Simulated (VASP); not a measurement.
Data:

```yaml
crystal:
  lattice:
    - [1.59846, -2.76862, 0.00000]
    - [1.59846, 2.76862, 0.00000]
    - [0.00000, 0.00000, 5.09713]
  atoms:
    - { symbol: Mg, position: [0.33333, 0.66667, 0.25000] }
    - { symbol: Mg, position: [0.66667, 0.33333, 0.75000] }
```

Computed with optB86b-vdW, VASP's PBE PAW potentials (set 64) (plane waves; VASP 6.6.1). Settings: 520 eV cut-off, 15×15×8 Γ-centred mesh, tetrahedra with Blöchl corrections, potentials Mg.

Question: Tabulate the total density of states (states/eV per cell) against energy (eV; zero at the valence-band maximum or, without a gap, the Fermi level).

Answer: 
```
E (eV) | DOS (states/eV)
    -8.98 |  0.00
    -8.79 |  0.00
    -8.60 |  0.00
    -8.32 |  0.00
    -8.13 |  0.00
    -7.94 |  0.00
    -7.75 |  0.00
    -7.46 |  0.00
    -7.27 |  0.00
    -7.08 |  0.00
    -6.89 | ### 0.10
    -6.70 | #### 0.17
    -6.41 | ###### 0.24
    -6.22 | ####### 0.27
    -6.03 | ######## 0.30
    -5.84 | ######### 0.33
    -5.56 | ########## 0.38
    -5.37 | ########### 0.40
    -5.18 | ########### 0.42
    -4.99 | ############ 0.44
    -4.80 | ############ 0.47
    -4.51 | ############# 0.50
    -4.32 | ############## 0.52
    -4.13 | ############## 0.54
    -3.94 | ############### 0.56
    -3.65 | ############### 0.59
    -3.46 | ################ 0.60
    -3.27 | ################ 0.62
    -3.08 | ################# 0.64
    -2.89 | ################# 0.66
    -2.61 | ################### 0.71
    -2.42 | #################### 0.75
    -2.23 | ################### 0.73
    -2.04 | ################### 0.71
    -1.85 | #################### 0.76
    -1.56 | ###################### 0.84
    -1.37 | ######################### 0.95
    -1.18 | ######################### 0.94
    -0.99 | ####################### 0.87
    -0.70 | ################### 0.73
    -0.51 | ################### 0.72
    -0.32 | ################### 0.73
    -0.13 | ################## 0.67
     0.06 | ################## 0.69
     0.34 | ################### 0.73
     0.53 | ######################### 0.96
     0.72 | ############################# 1.10
     0.91 | ############################ 1.08
     1.20 | ############################ 1.07
     1.39 | ########################## 0.99
     1.58 | ######################## 0.90
     1.77 | ###################### 0.83
     1.96 | ####################### 0.87
     2.25 | ########################### 1.04
     2.44 | ############################ 1.06
     2.63 | ############################## 1.14
     2.82 | ############################## 1.14
     3.10 | ######################### 0.95
     3.29 | ######################### 0.94
     3.48 | ############################ 1.07
```
Within 2 eV below the Fermi level the largest weight inside VASP's projection spheres is Mg p, then Mg s.

The compound is Mg in the hcp structure. It was relaxed first.
